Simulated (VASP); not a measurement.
Set up this calculation in VASP 6.6.1, as the native input.

```
Task                   : single point
Functional             : PBE
Dispersion             : D3(BJ)
Potentials or basis    : VASP PAW PBE potentials, release 64 (Na_pv, Cl, C, H)
Cutoff                 : 520 eV
k mesh                 : 1 × 1 × 1
Occupations            : fermi-dirac, width 0.05 eV
Spin                   : no spin polarisation
Dipole correction      : no
Further INCAR settings : LREAL = Auto; ALGO = Normal; EDIFF = 1e-07; NBANDS = 76
```

The structure of NaH12C6Cl lies in POSCAR:

```
NaH12C6Cl
1.0
    8.7833020000      0.0000000000      0.0000000000
    0.0000000000      8.7833020000      0.0000000000
    0.0000000000      0.0000000000      8.7833020000
Na Cl C H
2 2 12 24
Direct
    0.8121546999      0.0372866605      0.6587044371
    0.7081277633      0.9264169671      0.1742852517
    0.6465563862      0.0169412369      0.9100222217
    0.9095326564      0.9591267612      0.3928363160
    0.2937278031      0.5140777352      0.8288682320
    0.2956177529      0.4701762503      0.9777643989
    0.7288147442      0.3238303772      0.2775493772
    0.6879986593      0.3606160872      0.1401409174
    0.2944109174      0.3192079699      0.3224413780
    0.1661561905      0.3863353440      0.3646578474
   -0.0294536155      0.1999931233      0.8302116903
    0.0960458834      0.1791695196      0.7518698549
    0.4630946312      0.7622418084      0.2055946613
    0.3616293736      0.8684433258      0.1600309314
    0.8362572527      0.5840172637      0.7098127788
    0.7037558312      0.6557328895      0.6883402165
    0.1917502097      0.5073262880      0.7644505449
    0.3964795928      0.5610760054      0.7778054313
    0.1980007063      0.4085251765      1.0331194350
    0.4032538105      0.4685253906      1.0368537937
    0.7929591855      0.3993031322      0.3527488865
    0.7008184394      0.2230596193      0.3430828178
    0.7310804069      0.4605671079      0.0876777321
    0.6159642467      0.2827182761      0.0626074340
    0.4039027691      0.3562555403      0.3628817499
    0.3001035374      0.2192911049      0.2448395831
    0.1771315617      0.4882218555      0.4513906046
    0.0494574819      0.3516331330      0.3358873462
   -0.1307480945      0.2610977056      0.7966593885
   -0.0481254089      0.1630707905      0.9471608741
    0.0922318281      0.2443841735      0.6482072460
    0.2012568849      0.1152527831      0.7701203944
    0.4925027057      0.7399495087      0.3208132887
    0.5303130873      0.6915394689      0.1256133513
    0.3109764414      0.9460223501      0.2420388141
    0.3531018289      0.8946749184      0.0339735557
    0.8714490291      0.5379184275      0.8239156527
    0.8935819354      0.5711405574      0.6049433345
    0.6164082711      0.6879303478      0.7759154814
    0.6749739449      0.6778202548      0.5704119020
```

The cell was built by a generator and needn't be a form met in nature.

The input as run:

INCAR

```
ALGO = Normal ; EDIFF = 1E-7
ENCUT = 520 ; GGA = PE
ISIF = 2 ; ISMEAR = -1
IVDW = 12 ; LASPH = T
LCHARG = F ; LREAL = Auto
LWAVE = F ; NBANDS = 76
NELM = 80 ; PREC = Accurate
SIGMA = 0.05
```

KPOINTS

```
k-points
0
Gamma
  1 1 1
```

Potentials or basis: VASP PAW PBE potentials, release 64 (Na_pv, Cl, C, H).

Command:

```sh
$ cat potpaw_PBE.64/Na_pv/POTCAR potpaw_PBE.64/Cl/POTCAR potpaw_PBE.64/C/POTCAR potpaw_PBE.64/H/POTCAR > POTCAR
$ mpirun -np 1 vasp_gam > vasp.out
```

Results of the run:

```json
{"Pressure": "-0.1 GPa", "Largest force": "3.289 eV/Å", "Band gap on the k mesh": "4.23 eV, direct", "Dispersion energy per atom": "-0.042 eV"}
```

Run time: 78 s on 1 thread of Intel(R) Xeon(R) 6975P-C (Granite Rapids), on a shared host, peak memory 0.66 GiB.
